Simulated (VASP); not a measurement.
Output of a VASP run:

### OSZICAR
```
...
DAV:   2     0.320880175389E+01   -0.15795E+03   -0.15439E+03   842   0.365E+02
DAV:   3    -0.880567821007E+01   -0.12014E+02   -0.11806E+02  1070   0.105E+02
DAV:   4    -0.909996124273E+01   -0.29428E+00   -0.29420E+00   916   0.174E+01
DAV:   5    -0.910770887684E+01   -0.77476E-02   -0.77475E-02  1130   0.310E+00    0.431E+00
DAV:   6    -0.892941678527E+01    0.17829E+00   -0.37153E-01  1260   0.675E+00    0.270E+00
DAV:   7    -0.891423065317E+01    0.15186E-01   -0.95456E-02  1036   0.220E+00    0.103E+00
DAV:   8    -0.891267416479E+01    0.15565E-02   -0.86638E-03  1058   0.132E+00    0.142E-01
DAV:   9    -0.891257032897E+01    0.10384E-03   -0.67249E-04  1058   0.358E-01    0.648E-02
DAV:  10    -0.891257613278E+01   -0.58038E-05   -0.87282E-05  1028   0.110E-01    0.145E-02
DAV:  11    -0.891257419908E+01    0.19337E-05   -0.15148E-05  1180   0.540E-02    0.150E-02
DAV:  12    -0.891257438806E+01   -0.18898E-06   -0.12051E-06   612   0.101E-02
   1 F= -.57162314E+00 E0= -.57162314E+00  d E =-.571623E+00
       N       E                     dE             d eps       ncg     rms          rms(c)
DAV:   1    -0.156339521118E+02   -0.67214E+01   -0.21493E+02  1022   0.256E+02    0.179E+01
DAV:   2    -0.782201472525E+01    0.78119E+01   -0.18340E+01   986   0.136E+02    0.556E+00
DAV:   3    -0.688081574859E+01    0.94120E+00   -0.37572E+00   992   0.442E+01    0.101E+00
DAV:   4    -0.689601255845E+01   -0.15197E-01   -0.17092E-01   948   0.404E+00    0.485E-01
DAV:   5    -0.690425479556E+01   -0.82422E-02   -0.12284E-02   976   0.131E+00    0.163E-01
DAV:   6    -0.690568411399E+01   -0.14293E-02   -0.23411E-03  1252   0.774E-01    0.602E-02
DAV:   7    -0.690564588241E+01    0.38232E-04   -0.18676E-04   932   0.117E-01    0.243E-02
DAV:   8    -0.690564676478E+01   -0.88236E-06   -0.63237E-06  1014   0.250E-02
   2 F= -.14211255E+00 E0= -.14121569E+00  d E =0.429511E+00
       N       E                     dE             d eps       ncg     rms          rms(c)
DAV:   1    -0.121949485755E+02   -0.52893E+01   -0.13603E+02  1010   0.302E+02    0.109E+01
DAV:   2    -0.913847054526E+01    0.30565E+01   -0.76847E+00   980   0.564E+01    0.415E+00
DAV:   3    -0.851461846222E+01    0.62385E+00   -0.28182E+00   992   0.337E+01    0.662E-01
DAV:   4    -0.851544248588E+01   -0.82402E-03   -0.10314E-01  1064   0.504E+00    0.256E-01
DAV:   5    -0.851375791200E+01    0.16846E-02   -0.50052E-03  1172   0.132E+00    0.958E-02
DAV:   6    -0.851356462353E+01    0.19329E-03   -0.73548E-04  1216   0.507E-01    0.490E-02
DAV:   7    -0.851351747577E+01    0.47148E-04   -0.28303E-04  1010   0.371E-01    0.213E-02
DAV:   8    -0.851351376198E+01    0.37138E-05   -0.31638E-05  1158   0.117E-01    0.572E-03
DAV:   9    -0.851351353099E+01    0.23099E-06   -0.17097E-06   458   0.339E-02
   3 F= -.66301058E+00 E0= -.66301058E+00  d E =-.913874E-01
       N       E                     dE             d eps       ncg     rms          rms(c)
DAV:   1    -0.848862316260E+01    0.24891E-01   -0.69427E-02  1028   0.566E+00    0.268E-01
DAV:   2    -0.848670840333E+01    0.19148E-02   -0.40427E-03   998   0.152E+00    0.948E-02
DAV:   3    -0.848638632771E+01    0.32208E-03   -0.13524E-03  1010   0.792E-01    0.132E-02
DAV:   4    -0.848638829087E+01   -0.19632E-05   -0.36297E-05   836   0.747E-02    0.590E-03
DAV:   5    -0.848638879795E+01   -0.50707E-06   -0.39026E-06   974   0.315E-02
   4 F= -.66335690E+00 E0= -.66335690E+00  d E =-.917338E-01
```

File OUTCAR:
```
------------------------ aborting loop because EDIFF is reached ----------------------------------------
  FORCE on cell =-STRESS in cart. coord.  units (eV):
  Direction    XX          YY          ZZ          XY          YZ          ZX
  --------------------------------------------------------------------------------------
  Total        7.8011209      7.8011209      7.8011209      0.0000000      0.0000000      0.0000000
  in kB      299.1597494    299.1597494    299.1597494      0.0000000      0.0000000      0.0000000
  external PRESSURE =      -0.8402506 kB  Pullay stress =     300.0000000 kB
  volume of cell :       41.78
      direct lattice vectors                 reciprocal lattice vectors
    -0.000000000  2.754090101  2.754090101    -0.181548164  0.181548164  0.181548164
     2.754090101  0.000000000  2.754090101     0.181548164 -0.181548164  0.181548164
     2.754090101  2.754090101 -0.000000000     0.181548164  0.181548164 -0.181548164
  FREE ENERGIE OF THE ION-ELECTRON SYSTEM (eV)
  ---------------------------------------------------
  free  energy   TOTEN  =        -8.4863887979 eV

  energy  without entropy=       -8.4863887979  energy(sigma->0) =       -8.48638880
  enthalpy is  TOTEN    =        -0.6633569049 eV   P V=        7.8230318931

 reached required accuracy - stopping structural energy minimisation
```
(Selected blocks of OUTCAR.)

### POSCAR
```
PbSe
1
    0.0000000000     2.8135737599     2.8135737599
    2.8135737599     0.0000000000     2.8135737599
    2.8135737599     2.8135737599     0.0000000000
Pb Se
1 1
Direct
  0.0000000000   0.0000000000   0.0000000000
  0.5000000000   0.5000000000   0.5000000000
```

Problem. Reconstruct the remaining input files.

Solution. This is not unique; one that fits is the input of the run itself, LDA (Ceperley-Alder, Perdew-Zunger), plane waves, VASP's LDA PAW potentials (set 64).

**KPOINTS**
```
Automatic
0
gamma
  8 8 8
```

### INCAR
```
SYSTEM = PbSe
PREC = Accurate
ENCUT = 500
EDIFF = 1E-6
NELM = 100
ALGO = Normal
LREAL = .FALSE.
LASPH = .TRUE.
ISMEAR = 0
SIGMA = 0.05
LMAXMIX = 4
LWAVE = .FALSE.
LCHARG = .FALSE.
IBRION = 2
ISIF = 3
NSW = 40
EDIFFG = -0.02
PSTRESS = 300
```

POTCAR, in this order: Pb_d Se (LDA.64 set). Program: vasp_std.

Energy and stress use the plane-wave basis of the starting cell.

The compound is PbSe in the rock salt structure. This run relaxes it under an external pressure of 30 GPa. Symmetry was kept, so distortions that lower it aren't found.
